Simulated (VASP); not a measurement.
Output of a VASP run:

File OSZICAR:
```
       N       E                     dE             d eps       ncg     rms          rms(c)
DAV:   1     0.118820150642E+02    0.11882E+02   -0.42614E+03  9456   0.122E+03
DAV:   2    -0.139042949911E+02   -0.25786E+02   -0.24688E+02  9346   0.157E+02
DAV:   3    -0.142759963304E+02   -0.37170E+00   -0.37098E+00 10674   0.249E+01
DAV:   4    -0.142795685272E+02   -0.35722E-02   -0.35718E-02 10538   0.212E+00
DAV:   5    -0.142796653094E+02   -0.96782E-04   -0.96780E-04 10833   0.294E-01    0.109E+01
DAV:   6    -0.125128200841E+02    0.17668E+01   -0.28589E+01  9760   0.902E+01    0.872E+00
DAV:   7    -0.119555445839E+02    0.55728E+00   -0.76574E+00  9810   0.386E+01    0.239E+00
DAV:   8    -0.119470415222E+02    0.85031E-02   -0.37056E-02  9349   0.241E+00    0.166E+00
DAV:   9    -0.119395041098E+02    0.75374E-02   -0.54886E-02 10077   0.350E+00    0.530E-01
DAV:  10    -0.119407074911E+02   -0.12034E-02   -0.43721E-02 10934   0.283E+00    0.341E-01
DAV:  11    -0.119403813752E+02    0.32612E-03   -0.63490E-03 10058   0.119E+00    0.804E-02
DAV:  12    -0.119404077924E+02   -0.26417E-04   -0.49892E-04 11020   0.293E-01    0.268E-02
DAV:  13    -0.119404096287E+02   -0.18363E-05   -0.96475E-05  9037   0.131E-01
   1 F= -.11940410E+02 E0= -.11940306E+02  d E =-.119404E+02  mag=     0.7371
```

OUTCAR:
```
------------------------ aborting loop because EDIFF is reached ----------------------------------------
  FORCE on cell =-STRESS in cart. coord.  units (eV):
  Direction    XX          YY          ZZ          XY          YZ          ZX
  --------------------------------------------------------------------------------------
  Total       -0.0613748     -0.0613748     -0.0613748      0.0000000      0.0000000      0.0000000
  in kB       -9.3194949     -9.3194949     -9.3194949      0.0000000      0.0000000      0.0000000
  external PRESSURE =      -9.3194949 kB  Pullay stress =       0.0000000 kB
  volume of cell :       10.55
      direct lattice vectors                 reciprocal lattice vectors
     0.000000000  1.740842019  1.740842019    -0.287217332  0.287217332  0.287217332
     1.740842019  0.000000000  1.740842019     0.287217332 -0.287217332  0.287217332
     1.740842019  1.740842019  0.000000000     0.287217332  0.287217332 -0.287217332
 POSITION                                       TOTAL-FORCE (eV/Angst)
 -----------------------------------------------------------------------------------
      0.00000      0.00000      0.00000         0.000000      0.000000      0.000000
 -----------------------------------------------------------------------------------
    total drift:                                0.000000      0.000000      0.000000
  FREE ENERGIE OF THE ION-ELECTRON SYSTEM (eV)
  ---------------------------------------------------
  free  energy   TOTEN  =       -11.9404096287 eV

  energy  without entropy=      -11.9400997795  energy(sigma->0) =      -11.94030635

 total charge

# of ion       s       p       d       tot
------------------------------------------
    1        0.529   0.548   8.321   9.398

 magnetization (x)

# of ion       s       p       d       tot
------------------------------------------
    1       -0.010  -0.043   0.809   0.756

 reached required accuracy - stopping structural energy minimisation
```
(Selected blocks of OUTCAR.)

File POSCAR:
```
Ni
1
   -0.0000000000     1.7408420188     1.7408420188
    1.7408420188    -0.0000000000     1.7408420188
    1.7408420188     1.7408420188    -0.0000000000
Ni
1
Direct
  0.0000000000   0.0000000000   0.0000000000
```

Problem. Write an INCAR and KPOINTS that could have produced this output.

Solution. Several could match; the one computed here: the input of the run itself, r2SCAN meta-GGA, plane waves, VASP's PBE PAW potentials (set 64).

### KPOINTS
```
kpoints
0
Gamma
  20 20 20
0 0 0
```

INCAR:
```
SYSTEM = Ni
PREC = Normal; ENCUT = 400; LREAL = .FALSE.
LASPH = .TRUE.
EDIFF = 1E-5; NELM = 100; NELMIN = 4
ALGO = Normal; LMAXMIX = 4; LMIXTAU = .TRUE.
ISMEAR = 1; SIGMA = 0.1
METAGGA = R2SCAN
ISPIN = 2; MAGMOM = 0.8
IBRION = 2; NSW = 20; ISIF = 2
EDIFFG = -0.03
LWAVE = .FALSE.; LCHARG = .FALSE.; LORBIT = 10
```

POTCAR, in this order: Ni (PBE.64 set). Program: vasp_std.

The compound is Ni in the fcc structure. It was relaxed first.
